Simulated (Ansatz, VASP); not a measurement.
**Ta8O (Ta(110)-c(2x2)-O, hollow site): VASP beside Ansatz**

Aim: how closely do two programs agree when they are given the same cell, functional and k mesh? The cell is taken from a series of runs on this material, whose earlier steps may have relaxed, scaled, displaced or heated it; both programs get it as it stands.

Program: Ansatz 0.2.0. Level of theory: plane waves, with VASP 6.6.1 beside it; LDA. Results are calculated unless marked as measured.

### 1. Set-up

The cell holds 9 atoms: 8 Ta and 1 O. Cell: a = 4.681 Å, b = 3.310 Å, c = 25.827 Å, α = 90.0°, β = 90.0°, γ = 90.0°. Vacuum lies along c.

### 2. VASP: single point, LDA

With cell and atoms fixed, the geometry can't cause a difference; cores, projectors, grids and the points listed under the comparison can.

Lines of VASP's logs that name or quote its potential files are left out, and so is its time.

INCAR

```
SYSTEM = Ta8O
PREC = Accurate
ENCUT = 520
EDIFF = 1E-06
NELM = 120
ISMEAR = -1
SIGMA = 0.05
LREAL = .FALSE.
ALGO = Normal
GGA = PW92
NBANDS = 58
LASPH = .TRUE.
LORBIT = 11
LWAVE = .FALSE.
LCHARG = .FALSE.
ISIF = 2
LDIPOL = .TRUE.
IDIPOL = 3
DIPOL = 0.5 0.5 0.482
LVHAR = .TRUE.
GGA_COMPAT = .FALSE.
NELMDL = -8
KPAR = 2
```

POSCAR

```
Ta8O
1.0
    4.6810468915      0.0000000000      0.0000000000
    0.0000000000      3.3100000000      0.0000000000
    0.0000000000      0.0000000000     25.8269328160
Ta O
8 1
Direct
    0.0000000000      0.0000000000      0.3291137999
    0.5000000000      0.5000000000      0.3291137999
    0.0000000000      0.5000000000      0.4197371605
    0.5000000000      0.0000000000      0.4197371605
    0.9926995200      0.0000000000      0.5061688349
    0.4907536913      0.5000000000      0.5067109719
    0.9548921656      0.5000000000      0.5969669534
    0.4600051726      0.0000000000      0.5902135323
    0.8043921425      0.0000000000      0.6368180380
```

KPOINTS

```
Automatic mesh
0
Gamma
14 18 1
0 0 0
```

Potentials, in the order of the species: Ta_pv and O (LDA family, release 64).

Run with:

```bash
mpirun -np 2 vasp_std
```

Numbers of over 12 decimals in the logs are rounded to 6 here.

Log:

```text
[banner, memory and clock lines left out]
running    2 mpi-ranks, on    1 nodes
 distrk:  each k-point on    1 cores,    2 groups
 distr:  one band on    1 cores,    1 groups

 POSCAR found type information on POSCAR TaO
 POSCAR found :  2 types and       9 ions
|                                                                             |
|               ----> ADVICE to this user running VASP <----                  |
|                                                                             |
|     You enforced a specific xc type in the INCAR file but a different       |
|     [... a line on the potential file left out ...]
|     I HOPE YOU KNOW WHAT YOU ARE DOING!                                     |
|                                                                             |

 LDA part: xc-table for (Slater(with rela. corr.)+PW92), standard interpolation
 POSCAR, INCAR and KPOINTS ok, starting setup
 FFT: planning ... GRIDC
 FFT: planning ... GRID_SOFT
 FFT: planning ... GRID
 WAVECAR not read
 entering main loop
       N       E                     dE             d eps       ncg     rms          rms(c)
DAV:   1     0.850861695896E+03    0.85086E+03   -0.52539E+04 11504   0.144E+03
DAV:   2    -0.665005042217E+02   -0.91736E+03   -0.89715E+03 10856   0.392E+02
DAV:   3    -0.114647412274E+03   -0.48147E+02   -0.46320E+02 11334   0.785E+01
DAV:   4    -0.116964896261E+03   -0.23175E+01   -0.22768E+01 12112   0.151E+01
DAV:   5    -0.117055516161E+03   -0.90620E-01   -0.90312E-01 12512   0.266E+00
DAV:   6    -0.117058412449E+03   -0.28963E-02   -0.28896E-02 12400   0.437E-01
DAV:   7    -0.117058521584E+03   -0.10914E-03   -0.10900E-03 12592   0.781E-02
DAV:   8    -0.117058527102E+03   -0.55181E-05   -0.55128E-05 11184   0.146E-02    0.410E+01
DAV:   9    -0.141109128217E+03   -0.24051E+02   -0.15606E+02 13014   0.585E+01    0.276E+01
DAV:  10    -0.241186099830E+03   -0.10008E+03   -0.18671E+03 13718   0.849E+01    0.381E+01
DAV:  11    -0.128464158584E+03    0.11272E+03   -0.44141E+02 12782   0.542E+01    0.242E+01
DAV:  12    -0.111817700813E+03    0.16646E+02   -0.11287E+02 12766   0.289E+01    0.113E+01
DAV:  13    -0.108072245066E+03    0.37455E+01   -0.31508E+01 12272   0.153E+01    0.574E+00
DAV:  14    -0.108360139649E+03   -0.28789E+00   -0.51717E+00 11984   0.889E+00    0.445E+00
[...]
DAV:  30    -0.107744907754E+03   -0.57022E-04   -0.11955E-05  8616   0.116E-02    0.517E-03
DAV:  31    -0.107744927312E+03   -0.19558E-04   -0.32234E-06  8224   0.753E-03    0.278E-03
DAV:  32    -0.107744944311E+03   -0.16999E-04   -0.12809E-06  7696   0.323E-03    0.172E-03
DAV:  33    -0.107744954344E+03   -0.10033E-04   -0.53962E-07  7032   0.217E-03    0.119E-03
DAV:  34    -0.107744962070E+03   -0.77263E-05   -0.45256E-07  6928   0.162E-03    0.858E-04
DAV:  35    -0.107744967475E+03   -0.54047E-05   -0.42101E-07  6792   0.148E-03    0.437E-04
DAV:  36    -0.107744968705E+03   -0.12303E-05   -0.10929E-07  6114   0.775E-04    0.270E-04
DAV:  37    -0.107744969006E+03   -0.30086E-06   -0.40444E-08  5386   0.491E-04
   1 F= -.10774497E+03 E0= -.10770760E+03  d E =-.747393E-01
```

OUTCAR, selected parts (step 2):

```text
ion  position               nearest neighbor table
   1  0.000  0.000  0.329-   2 2.87   2 2.87   2 2.87   2 2.87   3 2.87   3 2.87   4 3.31   4 3.31

  LATTYP: Found a simple orthorhombic cell.
 ALAT       =     3.3100000000
 B/A-ratio  =     1.4142135624
 C/A-ratio  =     7.8026987360

 Subroutine GETGRP returns: Found  2 space group operations
 (whereof  2 operations were pure point group operations)

The static configuration has the point symmetry C_1h.

 Found     80 irreducible k-points:

   k-points           NKPTS =     80   k-points in BZ     NKDIM =     80   number of bands    NBANDS=     58

   dimension x,y,z NGX =    36 NGY =   28 NGZ =  192
   dimension x,y,z NGXF=    72 NGYF=   56 NGZF=  384

   ENCUT  =  520.0 eV  38.22 Ry    6.18 a.u.   8.70  6.15 48.02*2*pi/ulx,y,z

   NELECT =      94.0000    total number of electrons

 k-points in reciprocal lattice and weights: Automatic mesh
   0.00000000  0.00000000  0.00000000       0.004
   0.07142857  0.00000000  0.00000000       0.008
   0.14285714  0.00000000  0.00000000       0.008
   0.21428571  0.00000000  0.00000000       0.008
   0.28571429  0.00000000  0.00000000       0.008
   0.35714286  0.00000000  0.00000000       0.008
   0.42857143  0.00000000  0.00000000       0.008
   0.50000000  0.00000000  0.00000000       0.004
   0.00000000  0.05555556  0.00000000       0.008
[...]
0.42857143  0.50000000  0.00000000       0.008
   0.50000000  0.50000000  0.00000000       0.004

 dipolmoment           0.000000      0.000000     -0.014310 electrons x Angstroem

 average (electrostatic) potential at core
       1 -43.6878       2 -43.6908       3 -43.1996       4 -43.2316       5 -43.1399
       6 -43.0825       7 -44.0214       8 -43.6531       9 -78.3577

 E-fermi :  -0.9033

 k-point     1 :       0.0000    0.0000    0.0000
  band No.  band energies     occupation
    ...
     40      -1.8902      2.00000
     41      -1.8690      2.00000
     42      -1.3712      1.99983
     43      -1.2585      1.99836
     44      -1.2305      1.99713
     45      -0.6817      0.02352
     46      -0.4587      0.00027
     47      -0.2360      0.00000
     48      -0.2002      0.00000
     49       0.0271      0.00000
    ...

 k-point     2 :       0.0714    0.0000    0.0000
  band No.  band energies     occupation
    ...
     40      -1.8862      2.00000
     41      -1.8252      2.00000
     42      -1.4088      1.99992
     43      -1.2226      1.99664
     44      -1.2181      1.99632
     45      -0.6587      0.01491
     46      -0.4822      0.00044
     47      -0.2847      0.00001
     48      -0.1930      0.00000
     49       0.0333      0.00000
    ...

 k-point     3 :       0.1429    0.0000    0.0000
  band No.  band energies     occupation
    ...
     40      -1.8898      2.00000
     41      -1.6930      2.00000
     42      -1.5063      1.99999
     43      -1.1963      1.99431
     44      -1.1021      1.96316
     45      -0.6129      0.00599
     46      -0.5891      0.00373
     47      -0.3986      0.00008
     48      -0.1725      0.00000
     49      -0.0484      0.00000
    ...

  Total       -8.3776273    -12.2879582     -3.9250540      0.0000000      0.0000000     -0.0784243
  in kB      -33.5419108    -49.1978914    -15.7149281      0.0000000      0.0000000     -0.3139911
  external PRESSURE =     -32.8182435 kB  Pullay stress =       0.0000000 kB

  energy-cutoff  :      520.00
  volume of cell :      400.17
      direct lattice vectors                 reciprocal lattice vectors
     4.681046892  0.000000000  0.000000000     0.213627426  0.000000000  0.000000000
     0.000000000  3.310000000  0.000000000     0.000000000  0.302114804  0.000000000
     0.000000000  0.000000000 25.826932816     0.000000000  0.000000000  0.038719271

 POSITION                                       TOTAL-FORCE (eV/Angst)
 -----------------------------------------------------------------------------------
      0.00000      0.00000      8.50000        -0.034154      0.000000      0.928563
      2.34052      1.65500      8.50000         0.070918      0.000000      0.875342
      0.00000      1.65500     10.84052         0.069851      0.000000     -1.010612
      2.34052      0.00000     10.84052        -0.094572      0.000000     -0.853861
      4.64687      0.00000     13.07279        -0.009497      0.000000      0.002164
      2.29724      1.65500     13.08679         0.003758      0.000000      0.007717
      4.46990      1.65500     15.41783         0.017116      0.000000     -0.041881
      2.15331      0.00000     15.24341        -0.062218      0.000000     -0.013964
      3.76540      0.00000     16.44706         0.038799      0.000000      0.106533
 -----------------------------------------------------------------------------------
    total drift:                                0.000426      0.000000     -0.000600

  FREE ENERGIE OF THE ION-ELECTRON SYSTEM (eV)
  ---------------------------------------------------
  free  energy   TOTEN  =      -107.7449690063 eV

  energy  without entropy=     -107.6702297121  energy(sigma->0) =     -107.70759936

 vacuum level on the upper side and lower side of the slab         3.983         4.150

 total charge
# of ion       s       p       d       tot
------------------------------------------
    1        0.375   6.079   2.393   8.847
    2        0.374   6.079   2.394   8.847
    3        0.376   6.170   2.432   8.978
    4        0.373   6.172   2.424   8.969
    5        0.376   6.191   2.422   8.989
    6        0.382   6.183   2.480   9.044
    7        0.347   6.182   2.385   8.914
    8        0.382   6.168   2.452   9.002
    9        1.564   3.445   0.000   5.008
--------------------------------------------------
tot          4.549  52.668  19.381  76.598

[... 3 further parts left out ...]
```

(Part 1 of 2 ends here.)

[Lines on the potential files, build, host, timing and source positions are cut from VASP's logs without a mark.]

[Logs are printed without paths, hosts, clocks, repeated set-up lines and the standing remarks that a program may print on its own settings, such as how far it seeks lower states.]

[Hosts, paths, dates, database ids (printed as entryN), source tags and the programs' standing remarks are cut or masked in the printed files.]
